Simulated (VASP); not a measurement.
**Mg3Te: single point with PBE**

Mg3Te:

```
Mg Te
1.0
    -2.13936    2.13936    5.28249
     2.13936   -2.13936    5.28249
     2.13936    2.13936   -5.28249
Mg Te
3 1
Direct
  0.50000 0.50000 0.00000
  0.75000 0.25000 0.50000
  0.25000 0.75000 0.50000
  0.00000 0.00000 0.00000
```

The cell comes from a database or a generator and needn't be the stable form of this composition.

The cell isn't the ideal one: the database's cell and atoms.

| Quantity | Value |
| --- | --- |
| Program | VASP 6.6.1 |
| Task | single point |
| Functional | PBE |
| Potentials or basis | VASP PAW PBE potentials, release 64 (Mg, Te) |
| Cutoff | 520 eV |
| k mesh | 14 × 14 × 14 |
| Occupations | gaussian, width 0.1 eV |
| Spin | no spin polarisation |
| Dipole correction | no |
| Further INCAR settings | ALGO = Fast; EDIFF = 1e-06; NBANDS = 14 |

| Property | Result |
| --- | --- |
| Pressure | 0.0 GPa |
| Band gap on the k mesh | none (metal or under the smearing width) |

Levels at points of the mesh, in eV from the Fermi level:
| k point | band 3 | band 4 | band 5 | band 6 | band 7 | band 8 | band 9 | band 10 |
| --- | --- | --- | --- | --- | --- | --- | --- | --- |
| (0.00, 0.00, 0.00) | -4.20 | -2.64 | -2.64 | 0.26 | 1.19 | 1.55 | 1.55 | 1.76 |
| (0.50, 0.00, 0.00) | -4.28 | -3.08 | -2.19 | 0.20 | 0.95 | 2.27 | 2.57 | 2.97 |
| (0.50, 0.50, 0.00) | -4.81 | -3.60 | -2.59 | -1.55 | -0.16 | 0.93 | 1.09 | 1.62 |
| (0.50, 0.50, 0.50) | -2.84 | -2.84 | -1.50 | 0.42 | 1.12 | 3.21 | 3.21 | 3.35 |

Run time: 5.3 min on 1 thread of AMD EPYC 9R45 (Zen 5), with other jobs on the host, peak memory 0.54 GiB.

The run has no spin-orbit coupling, so splittings on Te are missing.
